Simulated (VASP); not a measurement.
Given:

```
Li2Se
1.0
    0.00000     3.00000     3.00000
    3.00000     0.00000     3.00000
    3.00000     3.00000     0.00000
Li Se
2 1
Direct
  0.25000   0.25000   0.25000
  0.75000   0.75000   0.75000
  0.00000   0.00000   0.00000
```

Calculation: modified Becke-Johnson potential (mBJ), VASP's PBE PAW potentials (set 64) (plane waves; VASP). Numerical set-up: 520 eV cut-off, 6×6×6 Γ-centred mesh, Gaussian smearing of 0.050 eV, potentials Li_sv Se.

mBJ is a potential without an energy functional, so only the levels count.

**Question.** What does the run give for the band gap (over mesh and band path) with the smallest direct gap where there is one?

**Answer.** 
The band gap (over mesh and band path) is 4.18 eV and the smallest direct gap (over mesh and band path) comes out as 4.76 eV.

The compound is Li2Se in the antifluorite structure. The cell was not relaxed at this level. The cell's shape comes from a PBE relaxation.
